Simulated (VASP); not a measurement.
NaH (rock salt): computed properties

The numbers are results of r2SCAN meta-GGA, VASP's PBE PAW potentials (set 64) (plane waves; VASP), not measurements.

- space group = Fm-3m (225)
- cell = a = 4.7628 Å, b = 4.7628 Å, c = 4.7628 Å, α = 90.00°, β = 90.00°, γ = 90.00°
- volume per atom = 13.51 Å^3/atom
- band gap (over mesh and band path) = 4.44 eV
- smallest direct gap (over mesh and band path) = 5.30 eV
- band-edge character = indirect, W to L
- density = 1.48 g/cm³
- mean ε∞ (independent particles) = 2.83

```xyz
2
Lattice="0.0000 2.3814 2.3814 2.3814 0.0000 2.3814 2.3814 2.3814 0.0000" Properties=species:S:1:pos:R:3 pbc="T T T"
Na     0.0000     0.0000     0.0000
H      2.3814     2.3814     2.3814
```

The compound is NaH in the rock salt structure. It was relaxed first, which changed the volume by -7 %. Symmetry was kept, so distortions that lower it aren't found.
